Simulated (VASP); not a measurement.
Here is the system:

```
CELL_PARAMETERS angstrom
     -0.00551     4.86424     4.87675
      4.86424    -0.00551     4.87675
      2.42936     2.42936     0.00000
ATOMIC_POSITIONS crystal
  In 0.99936 0.99936 0.00128
  In 0.99968 0.50061 0.99971
  In 0.50061 0.99968 0.99971
  N  0.12509 0.12509 0.24981
  N  0.14835 0.61744 0.23422
  N  0.61744 0.14835 0.23422
  N  0.61079 0.61079 0.27842
  Ga 0.49869 0.49869 0.00263
```

Computed with PBEsol GGA, VASP's PBE PAW potentials (set 64) (plane waves; VASP). Settings: 520 eV cut-off, Gaussian smearing of 0.050 eV, potentials In_d N Ga_d.

**Question.** Give the energies of bands 27 to 40 at the high-symmetry points, in eV from the Fermi level.

**Answer.** 
```
band      Γ      Y     C0      Z     A0      T      S      R
----  -----  -----  -----  -----  -----  -----  -----  -----
27    -5.33  -3.47  -3.75  -4.70  -5.32  -5.53  -3.86  -5.14
28    -2.53  -3.22  -3.59  -4.69  -4.90  -5.08  -3.54  -5.11
29    -2.52  -3.00  -3.48  -3.30  -2.72  -2.68  -2.75  -3.15
30    -1.11  -2.70  -2.01  -3.29  -2.59  -2.54  -2.68  -2.74
31    -1.05  -1.76  -1.82  -3.14  -2.52  -2.44  -2.03  -2.69
32    -0.94  -1.52  -1.40  -3.13  -2.27  -2.28  -1.56  -2.59
33    -0.73  -1.15  -1.22  -2.88  -1.75  -1.14  -0.72  -2.04
34    -0.19  -1.12  -1.22  -2.73  -1.36  -0.90  -0.57  -1.67
35    -0.09  -0.92  -1.09  -1.18  -1.04  -0.90  -0.35  -1.57
36    -0.06  -0.79  -0.46  -0.78  -1.04  -0.75  -0.35  -1.54
37     0.00   2.77   2.87   4.31   2.99   2.60   2.12   3.73
38     2.83   3.05   3.27   4.53   3.18   2.88   2.55   4.01
39     3.16   4.60   3.61   5.32   3.72   3.03   4.12   4.65
40     3.34   4.66   5.16   5.60   4.02   3.46   4.68   4.82
```

It has no gap at this level: it comes out as a metal or semimetal.

The structure was generated: GaIn3N4 was put into an ordered model structure (Amm2), which need not be its known phase. It was relaxed first.
